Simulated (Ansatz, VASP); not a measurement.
## Cross-check of Al5AgS8 (Al5AgS8 (F-43m)) between VASP and Ansatz

Aim: how closely do two programs agree when they are given the same cell, functional and k mesh?

Program: Ansatz 0.2.0. Level of theory: plane waves, with VASP 6.6.1 beside it; single point at PBEsol. Results are calculated unless marked as measured.

## 1. Set-up

The cell holds 56 atoms: 20 Al, 4 Ag and 32 S. Cell: a = 10.069 Å, b = 10.069 Å, c = 10.069 Å, α = 90.0°, β = 90.0°, γ = 90.0°. It derives from Al5AgS8 (Al5AgS8 (F-43m)).

## 2. VASP: single point, PBEsol

With cell and atoms fixed, the geometry can't cause a difference; cores, projectors, grids and the points listed under the comparison can.

Lines of VASP's logs that name or quote its potential files are left out, and so is its time.

INCAR

```
SYSTEM = Al5AgS8
PREC = Normal
ENCUT = 300
EDIFF = 1E-05
NELM = 120
ISMEAR = 0
SIGMA = 0.05
LREAL = Auto
ALGO = Fast
GGA = PS
LORBIT = 11
LWAVE = .FALSE.
LCHARG = .FALSE.
NCORE = 4
```

POSCAR

```
Al5AgS8
1.0
   10.0692841660      0.0000000000      0.0000000000
    0.0000000000      0.0000000000    -10.0692841660
    0.0000000000     10.0692841660      0.0000000000
Al Ag S
20 4 32
Direct
    0.6185262482      0.3814737518      0.1185262482
    0.1185262482      0.3814737518      0.6185262482
    0.1185262482      0.8814737518      0.1185262482
    0.6185262482      0.8814737518      0.6185262482
    0.8814737518      0.3814737518      0.3814737518
    0.3814737518      0.3814737518      0.8814737518
    0.3814737518      0.8814737518      0.3814737518
    0.8814737518      0.8814737518      0.8814737518
    0.8814737518      0.1185262482      0.1185262482
    0.3814737518      0.1185262482      0.6185262482
    0.3814737518      0.6185262482      0.1185262482
    0.8814737518      0.6185262482      0.6185262482
    0.6185262482      0.1185262482      0.3814737518
    0.1185262482      0.1185262482      0.8814737518
    0.1185262482      0.6185262482      0.3814737518
    0.6185262482      0.6185262482      0.8814737518
    0.0000000000      0.0000000000      0.5000000000
    0.5000000000      0.0000000000      0.0000000000
    0.5000000000      0.5000000000      0.5000000000
    0.0000000000      0.5000000000      0.0000000000
    0.2500000000      0.7500000000      0.7500000000
    0.7500000000      0.7500000000      0.2500000000
    0.7500000000      0.2500000000      0.7500000000
    0.2500000000      0.2500000000      0.2500000000
    0.3861469282      0.6138530718      0.8861469282
    0.8861469282      0.6138530718      0.3861469282
    0.8861469282      0.1138530718      0.8861469282
    0.3861469282      0.1138530718      0.3861469282
    0.1138530668      0.6138530718      0.6138530668
    0.6138530668      0.6138530718      0.1138530668
    0.6138530668      0.1138530718      0.6138530668
    0.1138530668      0.1138530718      0.1138530668
    0.1138530668      0.8861469332      0.8861469282
    0.6138530668      0.8861469332      0.3861469282
    0.6138530668      0.3861469332      0.8861469282
    0.1138530668      0.3861469332      0.3861469282
    0.3861469282      0.8861469332      0.6138530668
    0.8861469282      0.8861469332      0.1138530668
    0.8861469282      0.3861469332      0.6138530668
    0.3861469282      0.3861469332      0.1138530668
    0.8664010781      0.1335989219      0.3664010781
    0.3664010781      0.1335989219      0.8664010781
    0.3664010781      0.6335989219      0.3664010781
    0.8664010781      0.6335989219      0.8664010781
    0.1335989220      0.1335989219      0.6335989220
    0.6335989220      0.1335989219      0.1335989220
    0.6335989220      0.6335989219      0.6335989220
    0.1335989220      0.6335989219      0.1335989220
    0.1335989220      0.8664010781      0.3664010781
    0.6335989220      0.8664010781      0.8664010781
    0.6335989220      0.3664010780      0.3664010781
    0.1335989220      0.3664010780      0.8664010781
    0.8664010781      0.8664010781      0.6335989220
    0.3664010781      0.8664010781      0.1335989220
    0.3664010781      0.3664010780      0.6335989220
    0.8664010781      0.3664010780      0.1335989220
```

KPOINTS

```
Automatic mesh
0
Gamma
1 1 1
0 0 0
```

The projector-augmented-wave data sets are Al, Ag and S (PBE family, release 64).

On the command line:

```
mpirun -np 4 vasp_gam
```

Numbers of over 12 decimals in the logs are rounded to 6 here.

What it wrote:

```text
[banner, memory and clock lines left out]
running    4 mpi-ranks, on    1 nodes
[...]
|                                                                             |
|               ----> ADVICE to this user running VASP <----                  |
|                                                                             |
|     You enforced a specific xc type in the INCAR file but a different       |
|     [... a line on the potential file left out ...]
|     I HOPE YOU KNOW WHAT YOU ARE DOING!                                     |
|                                                                             |

 LDA part: xc-table for (Slater+PW92), standard interpolation
 POSCAR, INCAR and KPOINTS ok, starting setup
[...]
entering main loop
       N       E                     dE             d eps       ncg     rms          rms(c)
DAV:   1     0.174550462036E+04    0.17455E+04   -0.10516E+05   354   0.993E+02
DAV:   2    -0.105933516614E+03   -0.18514E+04   -0.17725E+04   460   0.242E+02
DAV:   3    -0.295840689000E+03   -0.18991E+03   -0.18818E+03   412   0.797E+01
DAV:   4    -0.301388087505E+03   -0.55474E+01   -0.55227E+01   412   0.160E+01
[...]
RMM:  14    -0.289624763706E+03   -0.55240E-04   -0.35345E-04   405   0.372E-02    0.449E-02
RMM:  15    -0.289624740385E+03    0.23321E-04   -0.10378E-04   377   0.191E-02    0.268E-02
RMM:  16    -0.289624738005E+03    0.23802E-05   -0.71431E-05   347   0.127E-02
   1 F= -.28962474E+03 E0= -.28962474E+03  d E =-.507207E-13
```

Parts of OUTCAR (step 2):

```text
  Total        0.9215484      0.9215484      0.9215484     -0.0000000     -0.0000000     -0.0000000
  in kB        1.4462152      1.4462152      1.4462152     -0.0000000     -0.0000000     -0.0000000
  external PRESSURE =       1.4462152 kB  Pullay stress =       0.0000000 kB

 POSITION                                       TOTAL-FORCE (eV/Angst)
 -----------------------------------------------------------------------------------
      6.22812      1.19347     -3.84117         0.089641      0.089641      0.089641
      1.19347      6.22812     -3.84117         0.089641      0.089641      0.089641
      1.19347      1.19347     -8.87581         0.089641      0.089641      0.089641
      6.22812      6.22812     -8.87581         0.089641      0.089641      0.089641
      8.87581      3.84117     -3.84117        -0.089641     -0.089641      0.089641
      3.84117      8.87581     -3.84117        -0.089641     -0.089641      0.089641
      3.84117      3.84117     -8.87581        -0.089641     -0.089641      0.089641
      8.87581      8.87581     -8.87581        -0.089641     -0.089641      0.089641
      8.87581      1.19347     -1.19347        -0.089641      0.089641     -0.089641
      3.84117      6.22812     -1.19347        -0.089641      0.089641     -0.089641
      3.84117      1.19347     -6.22812        -0.089641      0.089641     -0.089641
      8.87581      6.22812     -6.22812        -0.089641      0.089641     -0.089641
      6.22812      3.84117     -1.19347         0.089641     -0.089641     -0.089641
      1.19347      8.87581     -1.19347         0.089641     -0.089641     -0.089641
[...]
-----------------------------------------------------------------------------------
    total drift:                                0.000221      0.000213      0.000208

  FREE ENERGIE OF THE ION-ELECTRON SYSTEM (eV)
  ---------------------------------------------------
  free  energy   TOTEN  =      -289.6247380050 eV

  energy  without entropy=     -289.6247380050  energy(sigma->0) =     -289.62473801

[... 3 further parts left out ...]
[key lines of the parts left out:]
E-fermi :   5.7628
```

The run ends at a pressure of 0.14 GPa, with forces up to 0.16 eV/Å.

[end of part 1 of 2]

[Lines on the potential files, build, host, timing and source positions are cut from VASP's logs without a mark.]

[Logs are printed without paths, hosts, clocks, repeated set-up lines and the standing remarks that a program may print on its own settings, such as how far it seeks lower states.]

[Hosts, paths, dates, database ids (printed as entryN), source tags and the programs' standing remarks are cut or masked in the printed files.]
